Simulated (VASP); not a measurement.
Wanted: the native input for a VASP 6.6.1 run.

- Task: band structure
- Functional: PBEsol
- Potentials or basis: VASP PAW PBE potentials, release 64 (Si, Ge_d, O)
- Cutoff: 520 eV
- k mesh: 4 × 3 × 3
- Occupations: gaussian, width 0.02 eV
- Spin: no spin polarisation
- Further INCAR settings: ALGO = Normal; EDIFF = 1e-06

The structure of SiGeO4 lies in POSCAR:

```
SiGeO4                                  
1.0
    0.0000000000      0.0000000000      2.7862476756
    4.3058300870      0.0238695036      0.0000000000
    0.0238695036      4.3058300870      0.0000000000
  Si              Ge              O             
     1     1     4
Direct
     0.5000000000000000    0.5000000000000000    0.5000000000000000
     1.0000000000000000    1.0000000000000000    0.0000000000000000
     0.0000000000000000    0.6860347169001364    0.6860347169001364
     0.5000000000000000    0.7967138277400654    0.2032861722599347
     0.0000000000000000    0.3139652830998636    0.3139652830998636
     0.5000000000000000    0.2032861722599347    0.7967138277400654
```

The cell comes from a database or a generator and needn't be the stable form of this composition.

One way to write it, as run:

INCAR

```
SYSTEM = SiGeO4
PREC = Accurate
ENCUT = 520
EDIFF = 1E-6
ISMEAR = 0
SIGMA = 0.02
LREAL = .FALSE.
LASPH = .TRUE.
NELM = 80
ALGO = Normal
ISIF = 2
LWAVE = .FALSE.
LCHARG = .FALSE.
GGA = PS
KPAR = 2
```

KPOINTS

```
Automatic mesh
0
G
  4 3 3
  0 0 0
```

KPOINTS_OPT

```
path GXMGZRAZ,XR,MA
20
line-mode
reciprocal
 0.0000000000  0.0000000000  0.0000000000  G
 0.0000000000  0.0000000000  0.5000000000  X

 0.0000000000  0.0000000000  0.5000000000  X
 0.0000000000  0.5000000000  0.5000000000  M

 0.0000000000  0.5000000000  0.5000000000  M
 0.0000000000  0.0000000000  0.0000000000  G

 0.0000000000  0.0000000000  0.0000000000  G
 0.5000000000  0.0000000000  0.0000000000  Z

 0.5000000000  0.0000000000  0.0000000000  Z
 0.5000000000  0.0000000000  0.5000000000  R

 0.5000000000  0.0000000000  0.5000000000  R
 0.5000000000  0.5000000000  0.5000000000  A

 0.5000000000  0.5000000000  0.5000000000  A
 0.5000000000  0.0000000000  0.0000000000  Z

 0.0000000000  0.0000000000  0.5000000000  X
 0.5000000000  0.0000000000  0.5000000000  R

 0.0000000000  0.5000000000  0.5000000000  M
 0.5000000000  0.5000000000  0.5000000000  A
```

Potentials or basis: VASP PAW PBE potentials, release 64 (Si, Ge_d, O).

Launch:

```console
$ cat potpaw_PBE.64/Si/POTCAR potpaw_PBE.64/Ge_d/POTCAR potpaw_PBE.64/O/POTCAR > POTCAR
$ mpirun -np 2 vasp_std > vasp.out
```

Results of the run:

```yaml
Pressure: 0.3 GPa
Largest_force: 0.005 eV/Å
Band_gap_on_the_k_mesh: 3.05 eV, direct
Band_gap_along_the_path: 3.05 eV, direct
```

Caveat: the k mesh is coarse (spacing up to 0.56 Å⁻¹), so the values aren't converged; the PAW data sets were made with another functional, which shifts forces and pressure a little.

It took 37 s on 2 MPI ranks on Intel(R) Xeon(R) Platinum 8488C (Sapphire Rapids), with other jobs on the host, peak memory 0.18 GiB a rank.
